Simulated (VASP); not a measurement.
Computed with HSE06 screened hybrid, VASP's PBE PAW potentials (set 64) (plane waves; VASP 6.6.1).

Input for VASP

**POSCAR**
```
Br atom
1
   12.0000000000     0.0000000000     0.0000000000
    0.0000000000    12.5000000000     0.0000000000
    0.0000000000     0.0000000000    13.0000000000
Br
1
Direct
  0.0000000000   0.0000000000   0.0000000000
```

KPOINTS:
```
Automatic mesh
0
Gamma
1 1 1
0 0 0
```

### INCAR
```
# general
SYSTEM    =  Br atom
PREC      =  Normal
ENCUT     =  520   # plane-wave cut-off (eV)
LREAL     =  .False.
LASPH     =  .True.   # aspherical one-centre terms
ISYM      =  0

# electronic loop
EDIFF     =  1E-6   # SCF stop (eV)
NELM      =  200
ALGO      =  All   # all-band CG
LMAXMIX   =  4   # l cut-off of mixed one-centre charges

# smearing
ISMEAR    =  0
SIGMA     =  0.01   # width (eV)

# functional
GGA       =  PE   # PBE
LHFCALC   =  .True.
AEXX      =  0.25
HFSCREEN  =  0.2   # 1/Angstrom
PRECFOCK  =  Fast

# spin
ISPIN     =  2   # spin-polarised
MAGMOM    =  1
NUPDOWN   =  1

# output
LWAVE     =  .False.
LCHARG    =  .False.
LORBIT    =  10
```

POTCAR, in this order: Br (PBE.64 set). Program: vasp_gam. Read from the step before: WAVECAR.

Output

**OSZICAR**
```
       N       E                     dE             d eps       ncg     rms           ort
SDA:   1    -0.397169395225E+00   -0.39717E+00    0.00000E+00     8   0.266E-01   0.000E+00
SDA:   2    -0.700914178553E+00   -0.30374E+00   -0.30256E+00     8   0.135E+02   0.985E-02
CGA:   3    -0.100191382399E+01   -0.30100E+00   -0.23539E+01     8   0.184E+00   0.145E+00
CGA:   4    -0.105417904222E+01   -0.52265E-01   -0.52252E-01     8   0.901E-01  -0.110E-03
CGA:   5    -0.107498715869E+01   -0.20808E-01   -0.20827E-01     8   0.159E-01   0.271E-04
CGA:   6    -0.107966836748E+01   -0.46812E-02   -0.46814E-02     8   0.671E-02   0.141E-05
CGA:   7    -0.108127028601E+01   -0.16019E-02   -0.16017E-02     8   0.122E-02   0.622E-06
CGA:   8    -0.108165191281E+01   -0.38163E-03   -0.38162E-03     8   0.357E-03   0.797E-06
CGA:   9    -0.108175457364E+01   -0.10266E-03   -0.10264E-03     8   0.699E-04  -0.137E-05
CGA:  10    -0.108177511594E+01   -0.20542E-04   -0.20539E-04     8   0.237E-04  -0.659E-06
CGA:  11    -0.108178074842E+01   -0.56325E-05   -0.56305E-05     8   0.494E-05  -0.384E-07
CGA:  12    -0.108178218012E+01   -0.14317E-05   -0.14320E-05     8   0.111E-05   0.249E-07
CGA:  13    -0.108178252256E+01   -0.34245E-06   -0.34280E-06     8   0.281E-06  -0.107E-07
   1 F= -.10817825E+01 E0= -.10817825E+01  d E =-.568750E-39  mag=     1.0000
```

### OUTCAR
```
------------------------ aborting loop because EDIFF is reached ----------------------------------------
  volume of cell :     1950.00
      direct lattice vectors                 reciprocal lattice vectors
    12.000000000  0.000000000  0.000000000     0.083333333  0.000000000  0.000000000
     0.000000000 12.500000000  0.000000000     0.000000000  0.080000000  0.000000000
     0.000000000  0.000000000 13.000000000     0.000000000  0.000000000  0.076923077
 POSITION                                       TOTAL-FORCE (eV/Angst)
 -----------------------------------------------------------------------------------
      0.00000      0.00000      0.00000         0.000001     -0.000000      0.000000
 -----------------------------------------------------------------------------------
    total drift:                                0.000001     -0.000000      0.000000
  FREE ENERGIE OF THE ION-ELECTRON SYSTEM (eV)
  ---------------------------------------------------
  free  energy   TOTEN  =        -1.0817825226 eV

  energy  without entropy=       -1.0817825226  energy(sigma->0) =       -1.08178252

  exchange ACFDT corr.  =         0.00000000  see jH, gK, PRB 81, 115126

 total charge

# of ion       s       p       d       tot
------------------------------------------
    1        1.626   3.071   0.001   4.699

 magnetization (x)

# of ion       s       p       d       tot
------------------------------------------
    1        0.019   0.652   0.001   0.672
```
(Selected blocks of OUTCAR.)

**OUTCAR**
```
 val. band max:       -8.2540633094   @ k =   0.0000   0.0000   0.0000

 cond. band min:      -6.1715648518   @ k =   0.0000   0.0000   0.0000


 Fermi energy:        -8.5751973466

 spin component 1

 k-point     1 :       0.0000    0.0000    0.0000
  band No.  band energies     occupation
      1     -22.4607      1.00000
      2     -10.0736      1.00000
      3      -8.6676      1.00000
      4      -8.6674      1.00000
      5      -0.3538      0.00000
      6       0.5980      0.00000
      7       0.7006      0.00000
      8       0.8032      0.00000

 Fermi energy:        -8.1482589544

 spin component 2

 k-point     1 :       0.0000    0.0000    0.0000
  band No.  band energies     occupation
      1     -21.0790      1.00000
      2      -8.2543      1.00000
      3      -8.2541      1.00000
      4      -6.1716      0.00000
      5      -0.2691      0.00000
      6       0.6516      0.00000
      7       0.7774      0.00000
      8       0.8279      0.00000
```

The atom may not be in its lowest state.

The cell is a free atom in a box.
